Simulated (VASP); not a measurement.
Given:

```
KMgF3
1.0
    4.00351     0.00000     0.00000
    0.00000     4.00351     0.00000
    0.00000     0.00000     4.00351
K Mg F
1 1 3
Cartesian
  0.00000   0.00000   0.00000
  2.00176   2.00176   2.00176
  2.00176   0.00000   2.00176
  0.00000   2.00176   2.00176
  2.00176   2.00176   0.00000
```

All values below come from PBE GGA, VASP's PBE PAW potentials (set 64) (plane waves; VASP). Numerical set-up: 520 eV cut-off, 6×6×6 Γ-centred mesh, Gaussian smearing of 0.050 eV, potentials K_sv Mg F.

Question: Give the stress tensor in GPa (positive for a compressed cell).

Answer: 
```
2.30  0.00  0.00
0.00  2.30  0.00
0.00  0.00  2.30
```
The pressure is its mean diagonal, 2.30 GPa.

The compound is KMgF3 in the cubic perovskite structure. This cell is one point of a volume scan, at 0.97 of the reference volume.
